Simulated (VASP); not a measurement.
An input for Quantum ESPRESSO's pw.x (written as the equivalent of a VASP run, and not itself run):

```
&CONTROL
  calculation = 'scf'
  pseudo_dir = './pseudo'
  outdir = './out'
  tprnfor = .true.
  tstress = .true.
/
&SYSTEM
  ibrav = 0
  nat = 5
  ntyp = 3
  ecutwfc = 82
  occupations = 'smearing'
  smearing = 'gaussian'
  degauss = 0.0147
  input_dft = 'pbesol'
  noncolin = .true.
  lspinorb = .true.
/
&ELECTRONS
  conv_thr = 7.3e-08
  electron_maxstep = 100
/
ATOMIC_SPECIES
  Sr 87.620 Sr.upf
  Sn 118.710 Sn.upf
  Ag 107.868 Ag.upf
CELL_PARAMETERS angstrom
    -2.3350000    2.3350000    5.8650000
     2.3350000   -2.3350000    5.8650000
     2.3350000    2.3350000   -5.8650000
ATOMIC_POSITIONS crystal
  Sr   0.0000000  0.0000000  0.0000000
  Sn   0.3810000  0.3810000  0.0000000
  Sn   0.6190000  0.6190000  0.0000000
  Ag   0.7500000  0.2500000  0.5000000
  Ag   0.2500000  0.7500000  0.5000000
K_POINTS automatic
  6 6 6 0 0 0
```

Task: Write the VASP files for the same calculation (PBEsol+SOC).

Result: Several could match; the one computed here: 
**KPOINTS**
```
Automatic mesh
0
Gamma
6 6 6
0 0 0
```

### POSCAR
```
Sr(AgSn)2
1
   -2.3350000000     2.3350000000     5.8650000000
    2.3350000000    -2.3350000000     5.8650000000
    2.3350000000     2.3350000000    -5.8650000000
Sr Sn Ag
1 2 2
Direct
  0.0000000000   0.0000000000   0.0000000000
  0.3810000000   0.3810000000   0.0000000000
  0.6190000000   0.6190000000   0.0000000000
  0.7500000000   0.2500000000   0.5000000000
  0.2500000000   0.7500000000   0.5000000000
```

### INCAR
```
SYSTEM = Sr(AgSn)2
LNONCOLLINEAR = T
EDIFF = 1E-6   # SCF stop (eV)
NELM = 100   # most electronic steps
LORBIT = 11   # lm-projected
ISMEAR = 0   # Gaussian
GGA_COMPAT = F
MAGMOM = 15*0.0
ENCUT = 300   # plane-wave cut-off (eV)
LASPH = T   # aspherical one-centre terms
PREC = Accurate
ISIF = 2
SIGMA = 0.2   # width (eV)
LWAVE = F
ALGO = Normal   # blocked Davidson
LSORBIT = T
GGA = PS   # PBEsol
LCHARG = F
LMAXMIX = 4   # l cut-off of mixed one-centre charges
LREAL = F
```

POTCAR, in this order: Sr_sv Sn_d Ag (PBE.64 set). Program: vasp_ncl.

Limits of the translation: the potentials are each code's own (VASP's PAW set, PseudoDojo norm-conserving files, fully relativistic, in pw.x), so ENCUT and ecutwfc are chosen apart and not converted; conv_thr bounds pw.x's estimated SCF error, while EDIFF bounds the energy change between steps.

The structure comes from a measured Ag2Sn2Sr entry of the Crystallography Open Database, whose conditions weren't checked. The cell was not relaxed at this level. The k-mesh is coarse (spacing up to 0.32 per Å, 2π included), so the numbers may not be converged in it. The run is one of a series of settings (GGA_COMPAT = .FALSE., LNONCOLLINEAR = .TRUE., LSORBIT = .TRUE., MAGMOM = 0.0 0.0 0.0 0.0 0.0 0.0 0.0 0.0 0.0 0.0 0.0 0.0 0.0 0.0 0.0, program vasp_ncl against the base run), some of them coarse on purpose.
